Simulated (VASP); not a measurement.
# Lattice vibrations of Rb2TcF6, part 3 of 3

How does the lattice of Rb2TcF6 vibrate? The start is a cell from a database of measured crystal structures.

VASP 6.6.1; PBEsol; plane waves and PAW (Tc, Rb_pv, F).

So far. Step 2 (Relax the host): The run ended after 12 ionic steps, 0.007 eV below its first step, once forces and stress met EDIFFG = -0.03.

**3. Tight relaxation (continued)**

Step by step (22 of 23):

```
step  energy less that of the first step (eV)  largest force (eV/Å)  pressure (GPa)  volume (Å³)
   1                                   0.0000                0.0310           -0.37       146.93
   2                                  -0.0013                0.0658           -0.04       146.29
   3                                  -0.0020                0.0302           -0.22       146.22
   4                                  -0.0023                0.0298           -0.16       146.09
   5                                  -0.0030                0.0279           -0.12       145.73
   6                                  -0.0036                0.0216            0.08       144.95
   7                                  -0.0036                0.0227           -0.03       145.25
   8                                  -0.0036                0.0210            0.00       145.18
   9                                  -0.0037                0.0190            0.00       145.16
  10                                  -0.0039                0.0091            0.01       145.05
  11                                  -0.0038                0.0103            0.01       145.09
  13                                  -0.0039                0.0083            0.00       145.12
  14                                  -0.0039                0.0049           -0.01       145.15
  15                                  -0.0039                0.0050            0.00       145.14
  16                                  -0.0039                0.0047            0.00       145.14
  17                                  -0.0039                0.0039            0.00       145.12
  18                                  -0.0039                0.0027            0.01       145.10
  19                                  -0.0039                0.0033            0.00       145.12
  20                                  -0.0039                0.0030            0.00       145.11
  21                                  -0.0039                0.0027            0.00       145.11
  22                                  -0.0039                0.0022            0.00       145.11
  23                                  -0.0039                0.0012            0.00       145.11
```

```
conventional cell, symmetrised  before  after  change
                         a (Å)   5.946  5.932  -0.2 %
                         b (Å)   5.946  5.932  -0.2 %
                         c (Å)   4.798  4.762  -0.7 %
              volume (Å³/atom)   16.33  16.12  -1.2 %
```

The atoms that moved most (Å, as changes of fractional coordinates times the final cell):

```
atom      dx      dy      dz  length
 Rb2   0.000   0.000   0.022   0.022
 Rb3   0.000   0.000  -0.022   0.022
  F8  -0.008   0.005   0.001   0.009
  F5   0.008  -0.005  -0.001   0.009
  F7   0.000  -0.009   0.001   0.009
  F6   0.000   0.009  -0.001   0.009
  F4  -0.008  -0.005  -0.001   0.009
  F9   0.008   0.005   0.001   0.009
```

The relaxed structure:

```
Tc Rb F
1.0
     5.93154    0.00000    0.00000
    -2.96577    5.13686    0.00000
     0.00000    0.00000    4.76232
Tc Rb F
1 2 6
Direct
  0.00000 0.00000 0.00000
  0.66667 0.33333 0.70821
  0.33333 0.66667 0.29179
  0.68498 0.84249 0.77555
  0.15751 0.84249 0.77555
  0.15751 0.31502 0.77555
  0.84249 0.68498 0.22445
  0.84249 0.15751 0.22445
  0.31502 0.15751 0.22445
```

This step gave:

* electronic cycles: 275
* free energy (TOTEN): -46.74 eV
* energy at zero smearing: -46.69 eV
* Fermi energy: 0.3833 eV
* pressure: -3.15e-4 GPa

The run ended after 23 ionic steps, 0.004 eV below its first step, once forces and stress met EDIFFG = -0.002.

**4. Force constants in the supercell**

System of this step: Rb2TcF6. The structure is trigonal, space group P-3m1 (No. 164). The conventional cell has a = 5.932 Å, b = 5.932 Å, c = 4.762 Å, α = 90.00°, β = 90.00°, γ = 120.00°. Tc has 6 F at 1.94 Å nearest. Nearest to Rb lie 12 F at 2.93 to 3.05 Å. Nearest to F lie 1 Tc at 1.94 Å and 4 Rb at 2.93 to 3.05 Å. Nearest to F lie 1 Tc at 1.94 Å and 4 Rb at 2.93 to 3.05 Å. Farther neighbours and most contacts between anions are not listed.

Each independent atom is moved by 0.015 Å both ways; the forces give the force constants out to half the supercell.

INCAR

```
SYSTEM = Rb2TcF6
PREC = Accurate
ENCUT = 480
EDIFF = 1E-07
NELM = 120
ISMEAR = 1
SIGMA = 0.2
LREAL = Auto
ALGO = Fast
GGA = PS
NBANDS = 152
LASPH = .TRUE.
LWAVE = .FALSE.
LCHARG = .FALSE.
KPAR = 4
IBRION = 6
NSW = 1
NFREE = 2
POTIM = 0.015
ISIF = 0
ADDGRID = .TRUE.
```

POSCAR

```
Rb2TcF6
1.0
   -8.8973047231      5.1368612770      4.7623175525
    8.8973047231     -5.1368612770      4.7623175525
    2.9657682411      5.1368612770     -4.7623175525
Tc Rb F
4 8 24
Direct
    0.0000000000      0.0000000000      0.0000000000
    0.5000000000      0.5000000000      0.0000000000
    0.5000000000      0.0000000000      0.5000000000
    0.0000000000      0.5000000000      0.5000000000
    0.5207734888      0.6874401554      0.5000000000
    0.0207734888      0.1874401555      0.5000000000
    0.0207734888      0.6874401554      0.0000000000
    0.5207734888      0.1874401555      0.0000000000
    0.4792265112      0.3125598445      0.5000000000
    0.9792265112      0.8125598445      0.5000000000
    0.9792265112      0.3125598445      0.0000000000
    0.4792265112      0.8125598446      0.0000000000
    0.8090202238      0.7302654306      0.7637356205
    0.3090202238      0.2302654307      0.7637356205
    0.3090202238      0.7302654306      0.2637356205
    0.8090202238      0.2302654307      0.2637356206
    0.8090202238      0.4665298101      0.5000000000
    0.3090202238      0.9665298101      0.5000000000
    0.3090202238      0.4665298101      0.0000000000
    0.8090202238      0.9665298101      0.0000000000
    0.5452846032      0.4665298101      0.2362643794
    0.0452846033      0.9665298101      0.2362643795
    0.0452846032      0.4665298101      0.7362643794
    0.5452846033      0.9665298101      0.7362643795
    0.4547153967      0.5334701899      0.7637356205
    0.9547153968      0.0334701899      0.7637356206
    0.9547153967      0.5334701899      0.2637356206
    0.4547153968      0.0334701899      0.2637356206
    0.1909797762      0.5334701899      0.5000000000
    0.6909797762      0.0334701899      0.5000000000
    0.6909797762      0.5334701899      0.0000000000
    0.1909797762      0.0334701899      0.0000000000
    0.1909797762      0.2697345694      0.2362643794
    0.6909797762      0.7697345694      0.2362643794
    0.6909797762      0.2697345694      0.7362643795
    0.1909797762      0.7697345694      0.7362643795
```

KPOINTS

```
Automatic mesh
0
Gamma
5 5 5
0 0 0
```

Potentials, in the order of the species: Tc, Rb_pv and F (PBE family, release 64).

Command:

```console
> mpirun -np 4 vasp_std
```

Output:

```text
[banner, memory and clock lines left out]
running    4 mpi-ranks, on    1 nodes
[...]
[... a notice as in an earlier step ...]

 LDA part: xc-table for (Slater+PW92), standard interpolation
 POSCAR, INCAR and KPOINTS ok, starting setup
[...]
entering main loop
       N       E                     dE             d eps       ncg     rms          rms(c)
DAV:   1     0.211811499708E+04    0.21181E+04   -0.12183E+05 11880   0.147E+03
DAV:   2    -0.554858645457E+01   -0.21237E+04   -0.20557E+04 14256   0.384E+02
DAV:   3    -0.209301040922E+03   -0.20375E+03   -0.20191E+03 13392   0.125E+02
DAV:   4    -0.212780350441E+03   -0.34793E+01   -0.34457E+01 13688   0.166E+01
[...]
RMM:  23    -0.186927493692E+03    0.10383E-05   -0.36011E-07  8059   0.125E-03    0.203E-03
RMM:  24    -0.186927493385E+03    0.30735E-06   -0.10827E-07  7251   0.769E-04    0.175E-03
RMM:  25    -0.186927493439E+03   -0.53580E-07   -0.15326E-08  5482   0.326E-04
   1 F= -.18692749E+03 E0= -.18673899E+03  d E =-.565509E+00
 Found     9 degrees of freedom:
 Finite differences POTIM= 0.01500 DOF=   9
[...]
N       E                     dE             d eps       ncg     rms          rms(c)
DAV:   1    -0.186923346156E+03    0.41472E-02   -0.62000E-01 20088   0.120E+00    0.233E-01
RMM:   2    -0.186953551317E+03   -0.30205E-01   -0.14369E-02 19152   0.281E-01    0.443E+00
RMM:   3    -0.186936696835E+03    0.16854E-01   -0.31932E-03 19152   0.135E-01    0.160E+00
RMM:   4    -0.186926622782E+03    0.10074E-01   -0.14277E-03 19154   0.104E-01    0.126E+00
[...]
RMM:  14    -0.186922559697E+03    0.72437E-06   -0.57253E-07 16126   0.175E-03    0.113E-02
RMM:  15    -0.186922559482E+03    0.21463E-06   -0.15708E-07 11560   0.864E-04    0.617E-03
RMM:  16    -0.186922559408E+03    0.74524E-07   -0.85984E-08 11115   0.593E-04
   2 F= -.18692256E+03 E0= -.18673406E+03  d E =-.565513E+00
 Finite differences progress:
  Degree of freedom:   1/  9
  Displacement:        1/  2
  Total:               1/ 18
[...]
N       E                     dE             d eps       ncg     rms          rms(c)
DAV:   1    -0.186926609685E+03   -0.40502E-02   -0.18494E+00 20592   0.206E+00    0.501E-01
RMM:   2    -0.187173760235E+03   -0.24715E+00   -0.50530E-02 19152   0.470E-01    0.112E+01
RMM:   3    -0.187013166589E+03    0.16059E+00   -0.15921E-02 19279   0.302E-01    0.377E+00
RMM:   4    -0.186952787297E+03    0.60379E-01   -0.81845E-03 19321   0.235E-01    0.373E+00
RMM:   5    -0.186937084129E+03    0.15703E-01   -0.16757E-03 19157   0.976E-02    0.209E+00
RMM:   6    -0.186925693007E+03    0.11391E-01   -0.15148E-03 19587   0.964E-02    0.779E-01
```

Elapsed: 2.3 h, on 4 MPI ranks of AMD EPYC 7R43, shared host.

The run was stopped at its time limit, so it gives no result of its own.

**5. Results**

- result: none

**Reading.** The session ends without its result: «force constants in the supercell» met its time limit.

[Lines on the potential files, build, host, timing and source positions are cut from VASP's logs without a mark.]

[Logs are printed without paths, hosts, clocks, repeated set-up lines and the standing remarks that a program may print on its own settings, such as how far it seeks lower states.]

[Hosts, paths, dates, database ids (printed as entryN), source tags and the programs' standing remarks are cut or masked in the printed files.]

[Runs that stopped without an error message from VASP are left out.]
